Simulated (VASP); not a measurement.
Output of a VASP run:

OSZICAR:
```
       N       E                     dE             d eps       ncg     rms          rms(c)
DAV:   1     0.213252895271E+03    0.21325E+03   -0.16235E+04  4368   0.147E+03
DAV:   2    -0.553952180325E+02   -0.26865E+03   -0.26325E+03  4596   0.459E+02
DAV:   3    -0.614090472062E+02   -0.60138E+01   -0.58877E+01  4508   0.743E+01
DAV:   4    -0.614792279737E+02   -0.70181E-01   -0.70066E-01  5808   0.694E+00
DAV:   5    -0.614802350318E+02   -0.10071E-02   -0.10070E-02  4876   0.679E-01    0.228E+01
DAV:   6    -0.515186964372E+02    0.99615E+01   -0.12050E+01  4332   0.400E+01    0.191E+00
DAV:   7    -0.502156982918E+02    0.13030E+01   -0.54769E-01  4406   0.710E+00    0.823E-01
DAV:   8    -0.507669488942E+02   -0.55125E+00   -0.64153E-01  4350   0.645E+00    0.158E+00
DAV:   9    -0.507755369687E+02   -0.85881E-02   -0.11689E-02  4402   0.113E+00    0.798E-01
DAV:  10    -0.508442158756E+02   -0.68679E-01   -0.10948E-02  4358   0.110E+00    0.440E-01
DAV:  11    -0.508437702297E+02    0.44565E-03   -0.45656E-03  4492   0.699E-01    0.176E-01
DAV:  12    -0.508468540647E+02   -0.30838E-02   -0.47646E-03  4384   0.699E-01    0.131E-01
DAV:  13    -0.508500421102E+02   -0.31880E-02   -0.16059E-03  4376   0.405E-01    0.325E-02
DAV:  14    -0.508502405009E+02   -0.19839E-03   -0.37752E-04  4420   0.206E-01    0.229E-02
DAV:  15    -0.508502369991E+02    0.35018E-05   -0.53772E-05  4628   0.699E-02    0.349E-02
DAV:  16    -0.508502382409E+02   -0.12418E-05   -0.14336E-04  4412   0.117E-01    0.212E-02
DAV:  17    -0.508503248812E+02   -0.86640E-04   -0.18112E-05  4518   0.305E-02    0.727E-03
DAV:  18    -0.508503036743E+02    0.21207E-04   -0.55313E-07  6852   0.611E-03    0.636E-03
DAV:  19    -0.508503071947E+02   -0.35203E-05   -0.69869E-08  4514   0.279E-03    0.545E-03
DAV:  20    -0.508503031295E+02    0.40652E-05   -0.94750E-07  4434   0.936E-03    0.184E-03
DAV:  21    -0.508503091439E+02   -0.60144E-05   -0.54860E-08  4540   0.232E-03    0.101E-03
DAV:  22    -0.508503048462E+02    0.42977E-05   -0.10507E-08  2440   0.110E-03    0.862E-04
DAV:  23    -0.508503070740E+02   -0.22278E-05   -0.35810E-08  4234   0.198E-03    0.234E-04
DAV:  24    -0.508503061552E+02    0.91878E-06   -0.75979E-10  2308   0.323E-04    0.380E-05
DAV:  25    -0.508503062477E+02   -0.92546E-07   -0.15165E-10  2298   0.982E-05    0.208E-05
DAV:  26    -0.508503060426E+02    0.20516E-06   -0.75795E-11  2292   0.620E-05    0.202E-05
DAV:  27    -0.508503061036E+02   -0.61006E-07   -0.37150E-11  2278   0.377E-05    0.104E-05
DAV:  28    -0.508503061133E+02   -0.97457E-08   -0.22574E-11  2286   0.301E-05
   1 F= -.50850306E+02 E0= -.50849893E+02  d E =-.508503E+02
```

OUTCAR:
```
------------------------ aborting loop because EDIFF is reached ----------------------------------------
  FORCE on cell =-STRESS in cart. coord.  units (eV):
  Direction    XX          YY          ZZ          XY          YZ          ZX
  --------------------------------------------------------------------------------------
  Total       -0.0047579     -0.0047579     -0.0083048     -0.0000000      0.0000000      0.0000000
  in kB       -0.2817673     -0.2817674     -0.4918159     -0.0000000      0.0000000      0.0000000
  external PRESSURE =      -0.3517835 kB  Pullay stress =       0.0000000 kB
  volume of cell :       27.05
      direct lattice vectors                 reciprocal lattice vectors
     1.353524116 -2.344372693  0.000000000     0.369406052 -0.213276669  0.000000000
     1.353524116  2.344372693  0.000000000     0.369406052  0.213276669  0.000000000
     0.000000000  0.000000000  4.263016063     0.000000000  0.000000000  0.234575705
 POSITION                                       TOTAL-FORCE (eV/Angst)
 -----------------------------------------------------------------------------------
      1.35352      0.78146      1.06575        -0.000000      0.000000      0.000000
      1.35352     -0.78146      3.19726         0.000000     -0.000000      0.000000
 -----------------------------------------------------------------------------------
    total drift:                                0.000013      0.000508     -0.000045
  FREE ENERGIE OF THE ION-ELECTRON SYSTEM (eV)
  ---------------------------------------------------
  free  energy   TOTEN  =       -50.8503061133 eV

  energy  without entropy=      -50.8490656996  energy(sigma->0) =      -50.84989264

 reached required accuracy - stopping structural energy minimisation
```
(Selected blocks of OUTCAR.)

File POSCAR:
```
Ru
1
    1.3535241159    -2.3443726933     0.0000000000
    1.3535241159     2.3443726933    -0.0000000000
   -0.0000000000    -0.0000000000     4.2630160631
Ru
2
Direct
  0.3333330000   0.6666670000   0.2500000000
  0.6666670000   0.3333330000   0.7500000000
```

Question: Write an INCAR and KPOINTS that could have produced this output.

Answer: Several could match; the one computed here: the input of the run itself, r2SCAN meta-GGA, plane waves, VASP's PBE PAW potentials (set 64).

INCAR:
```
NELM = 100   ! most electronic steps
ENCUT = 400
PREC = Accurate
METAGGA = R2SCAN
ISIF = 2
LREAL = .FALSE.
EDIFF = 1E-8   ! SCF stop (eV)
LMAXMIX = 4
LWAVE = .FALSE.
NSW = 30   ! most ionic steps
LCHARG = .FALSE.
SIGMA = 0.1   ! width (eV)
ALGO = Normal
IBRION = 1   ! quasi-Newton
SYSTEM = Ru
EDIFFG = -0.001
LMIXTAU = .TRUE.
LASPH = .TRUE.   ! aspherical one-centre terms
ISMEAR = 1   ! Methfessel-Paxton
```

### KPOINTS
```
Automatic mesh
0
Gamma
14 14 8
0 0 0
```

POTCAR, in this order: Ru_pv (PBE.64 set). Program: vasp_std.

The compound is Ru in the hcp structure. It was relaxed first. The start is the result of an earlier pass.
